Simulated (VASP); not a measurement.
# Lattice of WC (Qusongite) across functionals and dispersion corrections, part 2 of 3

Which functional gives the lattice of WC (Qusongite) as experiment finds it, and is a dearer one worth its cost? LASPH is on for some levels and off for others; the table marks which. The start is a cell from a database of measured crystal structures.

VASP 6.6.1, plane waves and PAW; the level of theory is named at each step.

So far. Step 2 (Relaxation with LDA): It ends with forces that vanish by symmetry and a pressure of -0.05 GPa. The volume lies -1.8 % from that of the database's start, which holds the thermal and zero-point expansion of its experiment. The conventional cell has a = 2.890 and c = 2.818 Å. Step 3 (Relaxation with PBEsol): It ends at 10.28 Å³/atom, -0.9 % from the start, with -0.05 GPa left. The conventional cell has a = 2.898 and c = 2.826 Å.

### Step 4. Relaxation with PBE

This step: PBE; plane waves and PAW (W, C) (VASP 6.6.1).

PBE, the usual starting point, adds the gradient of the density.

File INCAR:

```
SYSTEM = WC
PREC = Accurate
ENCUT = 560
EDIFF = 1E-06
NELM = 100
ISMEAR = -1
SIGMA = 0.05
LREAL = .FALSE.
ALGO = Normal
GGA = PE
NBANDS = 11
LORBIT = 11
LWAVE = .FALSE.
LCHARG = .FALSE.
KPAR = 2
IBRION = 2
NSW = 60
ISIF = 3
EDIFFG = -0.01
```

File POSCAR:

```
WC
1.0
    2.9065000000      0.0000000000      0.0000000000
   -1.4532500000      2.5171028361      0.0000000000
    0.0000000000      0.0000000000      2.8366000000
W C
1 1
Direct
    0.0000000000      0.0000000000      0.0000000000
    0.6666666667      0.3333333333      0.5000000000
```

File KPOINTS:

```
Automatic mesh
0
Gamma
10 10 9
0 0 0
```

Potentials, in the order of the species: W and C (PBE family, release 64).

Started as:

```bash
$ mpirun -np 2 vasp_std
```

Output:

```text
[banner, memory and clock lines left out]
running    2 mpi-ranks, on    1 nodes
[...]
LDA part: xc-table for (Slater+PW92), standard interpolation
 POSCAR, INCAR and KPOINTS ok, starting setup
[...]
entering main loop
       N       E                     dE             d eps       ncg     rms          rms(c)
DAV:   1     0.273808029966E+02    0.27381E+02   -0.53573E+03  1548   0.878E+02
DAV:   2    -0.235508692528E+02   -0.50932E+02   -0.48198E+02  1758   0.208E+02
DAV:   3    -0.256753392521E+02   -0.21245E+01   -0.20997E+01  1883   0.357E+01
DAV:   4    -0.256908842997E+02   -0.15545E-01   -0.15540E-01  1683   0.350E+00
[...]
DAV:  11    -0.225235230133E+02    0.15232E-04   -0.10895E-04  1908   0.720E-02    0.718E-03
DAV:  12    -0.225235201336E+02    0.28797E-05   -0.51377E-06  1684   0.162E-02    0.139E-02
DAV:  13    -0.225235201615E+02   -0.27995E-07   -0.34387E-07   833   0.639E-03
   1 F= -.22523520E+02 E0= -.22522668E+02  d E =-.225235E+02
[... from here on, the cycles between the ionic steps are left out ...]
   2 F= -.22501609E+02 E0= -.22500728E+02  d E =0.219111E-01
   3 F= -.22526846E+02 E0= -.22525990E+02  d E =-.332616E-02
   4 F= -.22526846E+02 E0= -.22525990E+02  d E =-.332613E-02
   5 F= -.22526855E+02 E0= -.22526000E+02  d E =-.839753E-05
   6 F= -.22526905E+02 E0= -.22526051E+02  d E =-.590286E-04
[...]
reached required accuracy - stopping structural energy minimisation
```

Wall time 24 s (2 MPI ranks of AMD EPYC 7R43, shared host); peak memory 0.26 GiB.

Parts of OUTCAR (step 4):

```text
  Total        0.0080430      0.0080430      0.0077608      0.0000000     -0.0000000     -0.0000000
  in kB        0.6140309      0.6140309      0.5924834      0.0000000     -0.0000000     -0.0000000
  external PRESSURE =       0.6068484 kB  Pullay stress =       0.0000000 kB

 POSITION                                       TOTAL-FORCE (eV/Angst)
 -----------------------------------------------------------------------------------
      0.00000      0.00000      0.00000         0.000000     -0.000000      0.000000
      1.45959      0.84269      1.42187        -0.000000      0.000000      0.000000
 -----------------------------------------------------------------------------------
    total drift:                               -0.000000      0.000000      0.000000

  FREE ENERGIE OF THE ION-ELECTRON SYSTEM (eV)
  ---------------------------------------------------
  free  energy   TOTEN  =       -22.5269053197 eV

  energy  without entropy=      -22.5251967018  energy(sigma->0) =      -22.52605101

[... 2 parts as in an earlier step ...]

[... 2 further parts left out ...]
[key lines of the parts left out:]
E-fermi :   8.1704
```

The steps of the relaxation:

```csv
step,energy less that of the first step (eV),largest force (eV/Å),pressure (GPa),volume (Å³)
1,0.0000,0.0000,4.59,20.75
2,0.0219,0.0000,-11.75,21.66
3,-0.0033,0.0000,-0.06,20.99
4,-0.0033,0.0000,0.01,20.98
5,-0.0033,0.0000,0.09,20.99
6,-0.0034,0.0000,0.06,20.99
```

```csv
"conventional cell, symmetrised",before,after,change
a (Å),2.907,2.919,+0.4 %
b (Å),2.907,2.919,+0.4 %
c (Å),2.837,2.844,+0.3 %
volume (Å³/atom),10.38,10.49,+1.1 %
```

Final coordinates:

```cif
data_structure
_symmetry_space_group_name_H-M 'P 1'
_symmetry_Int_Tables_number 1
_cell_length_a 2.9192
_cell_length_b 2.9192
_cell_length_c 2.8437
_cell_angle_alpha 90.000
_cell_angle_beta 90.000
_cell_angle_gamma 120.000
_cell_volume 20.99
loop_
_atom_site_label
_atom_site_type_symbol
_atom_site_fract_x
_atom_site_fract_y
_atom_site_fract_z
_atom_site_occupancy
W1 W 0.00000 0.00000 0.00000 1
C2 C 0.66667 0.33333 0.50000 1
```

It ends at 10.49 Å³/atom, +1.1 % from the start, with 0.06 GPa left. The conventional cell has a = 2.919 and c = 2.844 Å.

### Step 5. Relaxation with r2SCAN

This step: r2SCAN; plane waves and PAW (W, C) (VASP 6.6.1).

r2SCAN adds the kinetic-energy density, costs more than a GGA and is run with LASPH.

INCAR: that of step 4 with these lines changed.

```diff
@@ -9,3 +9,4 @@
 ALGO = Normal
-GGA = PE
+METAGGA = R2SCAN
+LASPH = .TRUE.
 NBANDS = 11
```

POSCAR is that of step 4.

KPOINTS is that of step 4.

Started as:

```bash
$ mpirun -np 2 vasp_std
```

Output:

```text
[banner, memory and clock lines left out]
running    2 mpi-ranks, on    1 nodes
[...]
[... a notice as in an earlier step ...]

 LDA part: xc-table for (None), standard interpolation
 POSCAR, INCAR and KPOINTS ok, starting setup
[...]
entering main loop
       N       E                     dE             d eps       ncg     rms          rms(c)
DAV:   1    -0.964366439371E+01   -0.96437E+01   -0.55714E+03  1548   0.916E+02
DAV:   2    -0.626302504308E+02   -0.52987E+02   -0.50123E+02  1791   0.218E+02
DAV:   3    -0.647781324758E+02   -0.21479E+01   -0.21229E+01  1894   0.365E+01
DAV:   4    -0.647931451709E+02   -0.15013E-01   -0.15009E-01  1689   0.350E+00
[...]
DAV:  10    -0.617466801464E+02   -0.17208E-03   -0.28375E-04  1735   0.140E-01    0.776E-02
DAV:  11    -0.617466714014E+02    0.87450E-05   -0.20104E-05  1771   0.306E-02    0.737E-03
DAV:  12    -0.617466706908E+02    0.71059E-06   -0.17026E-06  1521   0.135E-02
   1 F= -.61746671E+02 E0= -.61745782E+02  d E =-.617467E+02
[...]
DAV:   1    -0.617468219170E+02   -0.15052E-03   -0.37373E-02  1540   0.150E+00    0.104E-01
DAV:   2    -0.617465748189E+02    0.24710E-03   -0.67808E-04  1836   0.227E-01    0.792E-02
DAV:   3    -0.617465218697E+02    0.52949E-04   -0.90854E-05  1839   0.714E-02    0.168E-02
DAV:   4    -0.617465192503E+02    0.26194E-05   -0.13500E-05  1786   0.260E-02    0.106E-02
DAV:   5    -0.617465198321E+02   -0.58176E-06   -0.52007E-07   887   0.672E-03
   2 F= -.61746520E+02 E0= -.61745657E+02  d E =0.150859E-03
 trial-energy change:    0.000151  1 .order    0.000149   -0.000821    0.001119
 step:   0.4233(harm=  0.4233)  dis= 0.00000  next Energy=   -61.746844 (dE=-0.174E-03)
[...]
N       E                     dE             d eps       ncg     rms          rms(c)
DAV:   1    -0.617469403243E+02   -0.42107E-03   -0.12432E-02  1540   0.865E-01    0.595E-02
DAV:   2    -0.617468610179E+02    0.79306E-04   -0.22639E-04  1828   0.131E-01    0.455E-02
DAV:   3    -0.617468443720E+02    0.16646E-04   -0.29554E-05  1839   0.408E-02    0.991E-03
DAV:   4    -0.617468434111E+02    0.96089E-06   -0.46389E-06  1754   0.152E-02
   3 F= -.61746843E+02 E0= -.61745968E+02  d E =-.172720E-03
[...]
reached required accuracy - stopping structural energy minimisation
```

Elapsed: 72 s, on 2 MPI ranks; peak memory 0.25 GiB; 2.4 min of CPU time.

Parts of OUTCAR (step 5):

```text
  Total        0.0005026      0.0005026      0.0015603      0.0000000     -0.0000000      0.0000000
  in kB        0.0387814      0.0387814      0.1203866      0.0000000     -0.0000000      0.0000000
  external PRESSURE =       0.0659831 kB  Pullay stress =       0.0000000 kB

 POSITION                                       TOTAL-FORCE (eV/Angst)
 -----------------------------------------------------------------------------------
     -0.00000      0.00000      2.83288        -0.000000      0.000000      0.000000
      1.45464      0.83984      1.41644         0.000000     -0.000000      0.000000
 -----------------------------------------------------------------------------------
    total drift:                                0.000000     -0.000000      0.000000

  FREE ENERGIE OF THE ION-ELECTRON SYSTEM (eV)
  ---------------------------------------------------
  free  energy   TOTEN  =       -61.7468434111 eV

  energy  without entropy=      -61.7450929679  energy(sigma->0) =      -61.74596819

[... 2 parts as in an earlier step ...]

[... 2 further parts left out ...]
[key lines of the parts left out:]
E-fermi :   8.1836
```

The steps of the relaxation:

```csv
step,energy less that of the first step (eV),largest force (eV/Å),pressure (GPa),volume (Å³)
1,0.0000,0.0000,0.15,20.75
2,0.0002,0.0000,-0.20,20.78
3,-0.0002,0.0000,0.01,20.76
```

```csv
"conventional cell, symmetrised",before,after,change
a (Å),2.907,2.909,+0.1 %
b (Å),2.907,2.909,+0.1 %
c (Å),2.837,2.833,-0.1 %
volume (Å³/atom),10.38,10.38,+0.1 %
```

The relaxed structure:

```cif
data_structure
_symmetry_space_group_name_H-M 'P 1'
_symmetry_Int_Tables_number 1
_cell_length_a 2.9093
_cell_length_b 2.9093
_cell_length_c 2.8329
_cell_angle_alpha 90.000
_cell_angle_beta 90.000
_cell_angle_gamma 120.000
_cell_volume 20.76
loop_
_atom_site_label
_atom_site_type_symbol
_atom_site_fract_x
_atom_site_fract_y
_atom_site_fract_z
_atom_site_occupancy
W1 W 0.00000 0.00000 0.00000 1
C2 C 0.66667 0.33333 0.50000 1
```

It ends at 10.38 Å³/atom, +0.1 % from the start, with 0.01 GPa left. The conventional cell has a = 2.909 and c = 2.833 Å.

### Step 6. Relaxation with PBE + D3(BJ)

This step: PBE with D3(BJ); plane waves and PAW (W, C) (VASP 6.6.1).

A dispersion term adds the long-range attraction that semilocal functionals lack. D3 with Becke-Johnson damping keeps a finite attraction at short range.

INCAR: that of step 5 with these lines changed.

```diff
@@ -9,4 +9,4 @@
 ALGO = Normal
-METAGGA = R2SCAN
-LASPH = .TRUE.
+GGA = PE
+IVDW = 12
 NBANDS = 11
```

POSCAR is that of step 5.

KPOINTS is that of step 5.

Started as:

```bash
$ mpirun -np 2 vasp_std
```

Output:

```text
[... set-up lines as in an earlier step ...]
 entering main loop
       N       E                     dE             d eps       ncg     rms          rms(c)
[... 13 cycles as in an earlier step ...]
   1 F= -.23447149E+02 E0= -.23446297E+02  d E =-.234471E+02
[...]
2 F= -.23437944E+02 E0= -.23437080E+02  d E =0.920547E-02
[...]
3 F= -.23448362E+02 E0= -.23447510E+02  d E =-.121232E-02
[...]
4 F= -.23448361E+02 E0= -.23447509E+02  d E =-.121122E-02
[...]
reached required accuracy - stopping structural energy minimisation
```

Elapsed: 17 s, on 2 MPI ranks; peak memory 0.28 GiB.

Parts of OUTCAR (step 6):

```text
 Edisp (eV)   -0.92996

 Edisp (eV)   -0.92983

  Total      -0.01678    -0.01678     0.01348     0.00000     0.00000     0.00000
  in kB      -1.30385    -1.30385     1.04714     0.00000     0.00000     0.00000
  external pressure =       -0.52 kB  Pullay stress =        0.00 kB

 POSITION                                       TOTAL-FORCE (eV/Angst)
 -----------------------------------------------------------------------------------
      0.00000      0.00000      0.00000         0.000000     -0.000000      0.000000
      1.45030      0.83733      1.41487         0.000000      0.000000     -0.000000
 -----------------------------------------------------------------------------------
    total drift:                               -0.000000      0.000000      0.000000

  FREE ENERGIE OF THE ION-ELECTRON SYSTEM (eV)
  ---------------------------------------------------
  free  energy   TOTEN  =       -23.4483606772 eV

  energy  without entropy=      -23.4466572112  energy(sigma->0) =      -23.44750894

[... 2 parts as in an earlier step ...]

[... 2 further parts left out ...]
[key lines of the parts left out:]
E-fermi :   8.3774
```

Dispersion corrections of this kind ignore metallic screening and tend to overbind metals.

It ends at 10.31 Å³/atom, -0.6 % from the start, with -0.05 GPa left. The conventional cell has a = 2.901 and c = 2.830 Å. Against plain PBE, the dispersion term moves a by -0.6 % and c by -0.5 %.

### Step 7. Relaxation with r2SCAN + rVV10

This step: r2SCAN with rVV10; plane waves and PAW (W, C) (VASP 6.6.1).

LUSE_VDW switches on a nonlocal correlation term for dispersion.

INCAR: that of step 6 with these lines changed.

```diff
@@ -9,4 +9,8 @@
 ALGO = Normal
-GGA = PE
-IVDW = 12
+METAGGA = R2SCAN
+LUSE_VDW = .TRUE.
+IVDW_NL = 2
+BPARAM = 11.95
+CPARAM = 0.0093
+LASPH = .TRUE.
 NBANDS = 11
```

POSCAR is that of step 6.

KPOINTS is that of step 6.

Started as:

```bash
$ mpirun -np 2 vasp_std
```

Output:

```text
[banner, memory and clock lines left out]
running    2 mpi-ranks, on    1 nodes
[...]
|                                                                             |
|               ----> ADVICE to this user running VASP <----                  |
|                                                                             |
|     You have switched on vdW-DFT.                                           |
|     This routine was written and supplied by Jiri Klimes. We recommend      |
|     that you carefully read and cite the following publications:            |
|       J. Klimes, D.R. Bowler, A. Michelides                                 |
|          J. Phys.: Cond Matt. 22 022201 (2010)                              |
|       J. Klimes, D.R. Bowler, A. Michelides                                 |
|          Phys. Rev. B. 83, 195131 (2011)                                    |
|     and references therein.                                                 |
|                                                                             |

[...]
Total rVV10 correction in eV:      0.1130931    14.7191048
DAV:  10    -0.616334344477E+02   -0.16809E-03   -0.28060E-04  1735   0.138E-01    0.721E-02
Total rVV10 correction in eV:      0.1130918    14.7191048
Total rVV10 correction in eV:      0.1130918    14.7191048
DAV:  11    -0.616334259383E+02    0.85094E-05   -0.19565E-05  1768   0.304E-02    0.543E-03
Total rVV10 correction in eV:      0.1131027    14.7191048
Total rVV10 correction in eV:      0.1131027    14.7191048
DAV:  12    -0.616334251263E+02    0.81196E-06   -0.16278E-06  1402   0.133E-02
Total rVV10 correction in eV:      0.1131056    14.7191048
Total rVV10 correction in eV:      0.1131056    14.7191048
Total rVV10 correction in eV:      0.1131039    14.7191048
Total rVV10 correction in eV:      0.1131039    14.7191048
   1 F= -.61633425E+02 E0= -.61632529E+02  d E =-.616334E+02
[... from here on, the cycles between the ionic steps are left out ...]
   2 F= -.61632203E+02 E0= -.61631345E+02  d E =0.122228E-02
   3 F= -.61633636E+02 E0= -.61632752E+02  d E =-.210632E-03
   4 F= -.61633636E+02 E0= -.61632753E+02  d E =-.211029E-03
   5 F= -.61633630E+02 E0= -.61632751E+02  d E =0.647015E-05
   6 F= -.61633644E+02 E0= -.61632763E+02  d E =-.768106E-05
[...]
reached required accuracy - stopping structural energy minimisation
```

It took 2.6 min on 2 MPI ranks; peak memory 0.4 GiB.

From OUTCAR (step 7):

```text
  Total       -0.0027723     -0.0027723      0.0006371      0.0000000      0.0000000      0.0000000
  in kB       -0.2144438     -0.2144438      0.0492775      0.0000000      0.0000000      0.0000000
  external PRESSURE =      -0.1265367 kB  Pullay stress =       0.0000000 kB

 POSITION                                       TOTAL-FORCE (eV/Angst)
 -----------------------------------------------------------------------------------
      0.00000     -0.00000      0.00000        -0.000000     -0.000000     -0.000000
      1.45313      0.83896      1.41582         0.000000      0.000000      0.000000
 -----------------------------------------------------------------------------------
    total drift:                                0.000000     -0.000000      0.000000

  FREE ENERGIE OF THE ION-ELECTRON SYSTEM (eV)
  ---------------------------------------------------
  free  energy   TOTEN  =       -61.6336438362 eV

  energy  without entropy=      -61.6318816123  energy(sigma->0) =      -61.63276272

[... 2 parts as in an earlier step ...]

[... 2 further parts left out ...]
[key lines of the parts left out:]
E-fermi :   8.2133
```

It ends at 10.36 Å³/atom, -0.2 % from the start, with -0.01 GPa left. The conventional cell has a = 2.906 and c = 2.832 Å. Against plain r2SCAN, the dispersion term moves a by -0.1 % and c by -0.0 %.

### Step 8. Relaxation with r2SCAN + D4

This step: r2SCAN with D4; plane waves and PAW (W, C) (VASP 6.6.1).

D4 lets the coefficients depend on atomic charges too.

INCAR: that of step 7 with these lines changed.

```diff
@@ -10,6 +10,7 @@
 METAGGA = R2SCAN
-LUSE_VDW = .TRUE.
-IVDW_NL = 2
-BPARAM = 11.95
-CPARAM = 0.0093
+IVDW = 13
+VDW_S6 = 1
+VDW_S8 = 0.6018749
+VDW_A1 = 0.51559235
+VDW_A2 = 5.77342911
 LASPH = .TRUE.
```

POSCAR is that of step 7.

KPOINTS is that of step 7.

Started as:

```bash
$ mpirun -np 2 vasp_std
```

Output:

```text
[... set-up lines as in an earlier step ...]
 entering main loop
       N       E                     dE             d eps       ncg     rms          rms(c)
[... 12 cycles as in an earlier step ...]
   1 F= -.62075487E+02 E0= -.62074598E+02  d E =-.620755E+02
[...]
2 F= -.62069704E+02 E0= -.62068859E+02  d E =0.578303E-02
[...]
3 F= -.62076267E+02 E0= -.62075396E+02  d E =-.780478E-03
[...]
4 F= -.62076267E+02 E0= -.62075395E+02  d E =-.780179E-03
[...]
5 F= -.62076261E+02 E0= -.62075393E+02  d E =0.638357E-05
[...]
6 F= -.62076274E+02 E0= -.62075404E+02  d E =-.712702E-05
[...]
reached required accuracy - stopping structural energy minimisation
```

Wall time 2.4 min (2 MPI ranks); peak memory 0.26 GiB; 4.7 min of CPU time.

OUTCAR, selected parts (step 8):

```text
  Edisp (eV):   -0.33015

  Total      -0.00032    -0.00032    -0.01023     0.00000     0.00000     0.00000
  in kB      -0.02455    -0.02455    -0.79339     0.00000     0.00000     0.00000
  external pressure =       -0.28 kB  Pullay stress =        0.00 kB

 POSITION                                       TOTAL-FORCE (eV/Angst)
 -----------------------------------------------------------------------------------
      0.00000      0.00000      0.00000        -0.000000      0.000000     -0.000000
      1.45187      0.83824      1.41444         0.000000     -0.000000      0.000000
 -----------------------------------------------------------------------------------
    total drift:                                0.000000     -0.000000      0.000000

  FREE ENERGIE OF THE ION-ELECTRON SYSTEM (eV)
  ---------------------------------------------------
  free  energy   TOTEN  =       -62.0762740437 eV

  energy  without entropy=      -62.0745341468  energy(sigma->0) =      -62.07540410

[... 2 parts as in an earlier step ...]

[... 2 further parts left out ...]
[key lines of the parts left out:]
E-fermi :   8.2448
```

It ends at 10.33 Å³/atom, -0.5 % from the start, with -0.03 GPa left. The conventional cell has a = 2.904 and c = 2.829 Å. Against plain r2SCAN, the dispersion term moves a by -0.2 % and c by -0.1 %.

(Continued in part 3 of 3.)

[Lines on the potential files, build, host, timing and source positions are cut from VASP's logs without a mark.]

[Logs are printed without paths, hosts, clocks, repeated set-up lines and the standing remarks that a program may print on its own settings, such as how far it seeks lower states.]

[Hosts, paths, dates, database ids (printed as entryN), source tags and the programs' standing remarks are cut or masked in the printed files.]

[A measured line is paired with the nearest computed mode of its activity, which favours agreement.]
